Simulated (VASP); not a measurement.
**CsPbBr3: transverse stress against strain**

CsPbBr3 (cubic perovskite, Pm-3m, 40.517 Å³/atom and stress up to 0.01 GPa in the relaxed cell, cube axes along x, y and z) under an equal strain ε along x and y, with z held. PBEsol in VASP (plane waves, PAW), 480 eV, 6×6×6 Γ-centred mesh, Gaussian smearing 0.05 eV; ions are relaxed, or left where forces stay under 0.02 eV/Å, within the symmetry of each cell. Stress is positive for a compressed cell.

Here s stands for strain and y for stress zz.

| strain (%) | stress zz (GPa) |
|---|---|
| -1.50 | 0.19 |
| -1.00 | 0.12 |
| -0.50 | 0.05 |
| 0.00 | -0.01 |
| 0.50 | -0.08 |
| 1.00 | -0.14 |
| 1.50 | -0.19 |
| 3.00 | ? |

**Question.** Using a straight line, estimate the missing y at s = 3.00 from the other rows, showing the fit.

**Answer.** Means: s 0, y -0.009. About the means, the sum of products is -0.89500 and the sum of squares of s is 7.0000; the slope is their ratio. Least squares gives y = -0.009 - 0.1279·s. Residuals (row less fit): 0.007, 0.001, -0.005, -0.001, -0.007, -0.003, 0.011; standard error 0.007 (degrees of freedom: 5). The slope gives the elastic constant 2C12 = 12.8 ± 0.3 GPa (± standard error of the fit, which holds the terms cut off). At the withheld row, y = -0.009 - 0.1279 × 3.0 = -0.393 GPa. The calculation gives -0.36 GPa, 0.033 GPa above the prediction (6.0 % of the range of y in the table). The row lies outside the fitted rows, so this is an extrapolation. From the scatter of the fitted rows alone, a prediction at this place has a standard error of 0.011 GPa, so the miss is 3.0 times that.

A polynomial of degree 2 through the 12 other runs of the series gives -0.36 there, so most of the miss is curvature that the fit leaves out. The primitive cell can neither tilt nor turn polar against its symmetry, as such crystals can under strain. Spin-orbit coupling is left out, which can shift these values for the heavy elements here. CsPbBr3 is here the ideal cubic form; the compound distorts at low or room temperature. Rows are the converged runs of the series near zero and its far end, less any whose ions stayed unrelaxed beside relaxed ones; series whose fitted rows scatter by over a few per cent of the range, as at a crossing or softening among them, aren't shown in this form. Most that stay on the fit to the last digits aren't either.
